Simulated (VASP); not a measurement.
Output of a VASP run:

OSZICAR:
```
       N       E                     dE             d eps       ncg     rms          rms(c)
DAV:   1     0.114612350952E+03    0.11461E+03   -0.93720E+03  2032   0.133E+03
DAV:   2    -0.125796971775E+02   -0.12719E+03   -0.12236E+03  2264   0.347E+02
DAV:   3    -0.149027234631E+02   -0.23230E+01   -0.22774E+01  2360   0.489E+01
DAV:   4    -0.149275190854E+02   -0.24796E-01   -0.24789E-01  2360   0.505E+00
DAV:   5    -0.149281765271E+02   -0.65744E-03   -0.65743E-03  2536   0.700E-01    0.127E+01
DAV:   6    -0.143330867752E+02    0.59509E+00   -0.35995E+00  2140   0.219E+01    0.243E+00
DAV:   7    -0.142645767146E+02    0.68510E-01   -0.26606E-01  2124   0.620E+00    0.217E+00
DAV:   8    -0.142487655656E+02    0.15811E-01   -0.16977E-02  2188   0.130E+00    0.204E-01
DAV:   9    -0.142486575165E+02    0.10805E-03   -0.23627E-04  2448   0.143E-01    0.133E-01
DAV:  10    -0.142486556265E+02    0.18901E-05   -0.28384E-05  2496   0.716E-02    0.103E-02
DAV:  11    -0.142486541613E+02    0.14652E-05   -0.18361E-06  2348   0.181E-02    0.561E-03
DAV:  12    -0.142486536247E+02    0.53662E-06   -0.60493E-08  1284   0.254E-03    0.180E-04
DAV:  13    -0.142486536416E+02   -0.16944E-07   -0.78085E-09  1080   0.899E-04
   1 F= -.15085123E+02 E0= -.15085000E+02  d E =-.369090E-03
```

File OUTCAR:
```
------------------------ aborting loop because EDIFF is reached ----------------------------------------
 Edisp (eV)   -0.83647
  FORCE on cell =-STRESS in cart. coord.  units (eV):
  Direction    XX          YY          ZZ          XY          YZ          ZX
  --------------------------------------------------------------------------------------
  Total      -0.02817    -0.02817    -0.02817     0.00000     0.00000     0.00000
  in kB      -1.71762    -1.71762    -1.71762     0.00000     0.00000     0.00000
  external pressure =       -1.72 kB  Pullay stress =        0.00 kB
  volume of cell :       26.27
      direct lattice vectors                 reciprocal lattice vectors
     2.972856498  0.000000000  0.000000000     0.336376815  0.000000000  0.000000000
     0.000000000  2.972856498  0.000000000     0.000000000  0.336376815  0.000000000
     0.000000000  0.000000000  2.972856498     0.000000000  0.000000000  0.336376815
 POSITION                                       TOTAL-FORCE (eV/Angst)
 -----------------------------------------------------------------------------------
      1.48643      1.48643      1.48643         0.000000      0.000000      0.000000
      0.00000      0.00000      0.00000         0.000000      0.000000      0.000000
 -----------------------------------------------------------------------------------
    total drift:                                0.000000      0.000000      0.000000
  FREE ENERGIE OF THE ION-ELECTRON SYSTEM (eV)
  ---------------------------------------------------
  free  energy   TOTEN  =       -15.0851225481 eV

  energy  without entropy=      -15.0847534580  energy(sigma->0) =      -15.08499952
```
(Selected blocks of OUTCAR.)

**POSCAR**
```
RuAl
1
    2.9728564980     0.0000000000     0.0000000000
    0.0000000000     2.9728564980     0.0000000000
    0.0000000000     0.0000000000     2.9728564980
Al Ru
1 1
Direct
  0.5000000000   0.5000000000   0.5000000000
  0.0000000000   0.0000000000   0.0000000000
```

Question: Write an INCAR and KPOINTS that could have produced this output.

Answer: One answer among several that fit: the input of the run itself, PBE GGA with D3 dispersion (zero damping), plane waves, VASP's PBE PAW potentials (set 64).

INCAR:
```
# general
SYSTEM   =  RuAl
PREC     =  Accurate
ENCUT    =  520
LREAL    =  .FALSE.
LASPH    =  .TRUE.

# electronic loop
EDIFF    =  1E-7
NELM     =  100
ALGO     =  Normal
LMAXMIX  =  4

# smearing
ISMEAR   =  1
SIGMA    =  0.1

# functional
GGA      =  PE
IVDW     =  11

# ions
ISIF     =  2

# output
LWAVE    =  .FALSE.
LCHARG   =  .FALSE.
```

**KPOINTS**
```
Automatic mesh
0
Gamma
12 12 12
0 0 0
```

POTCAR, in this order: Al Ru_pv (PBE.64 set). Program: vasp_std.

The compound is RuAl in the CsCl type structure. It was relaxed first. The electron count is odd and the run is not spin-polarised, which forces a metal.
